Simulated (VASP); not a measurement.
MoS2:

```
Mo S
1.0
     3.16100    0.00000    0.00000
    -1.58050    2.73751    0.00000
     0.00000    0.00000   15.98350
Mo S
2 4
Direct
  0.33333 0.66667 0.25000
  0.66667 0.33333 0.75000
  0.66667 0.33333 0.34791
  0.66667 0.33333 0.15209
  0.33333 0.66667 0.84791
  0.33333 0.66667 0.65209
```

The cell was built by a generator and needn't be a form met in nature.

Base run:

- Program: VASP 6.6.1
- Functional: PBE
- Potentials or basis: VASP PAW PBE potentials, release 64 (Mo_sv, S)
- Cutoff: 520 eV
- k mesh: 8 × 8 × 2
- Occupations: fermi-dirac, width 0.05 eV
- Spin: no spin polarisation

Its results: band gap on the k mesh 1.87 eV, indirect (least direct gap 2.05 eV); pressure 1.4 GPa; largest force 0.098 eV/Å.

Q: After a change of settings the same cell gave: band gap on the k mesh 1.85 eV, indirect (least direct gap 2.04 eV); pressure 2.1 GPa; largest force 0.322 eV/Å. Which change was it?
A. functional from PBE to optB88-vdW
B. functional from PBE to vdW-DF
C. functional from PBE to rev-vdW-DF2
D. dispersion from none to TS

A: A.

Caveats: this functional lacks dispersion, which binds the layers, so the pressure and a relaxed spacing across them are unreliable (some runs); the PAW data sets were made with another functional, which shifts forces and pressure a little (some runs).

Not every run made on this cell is shown here.
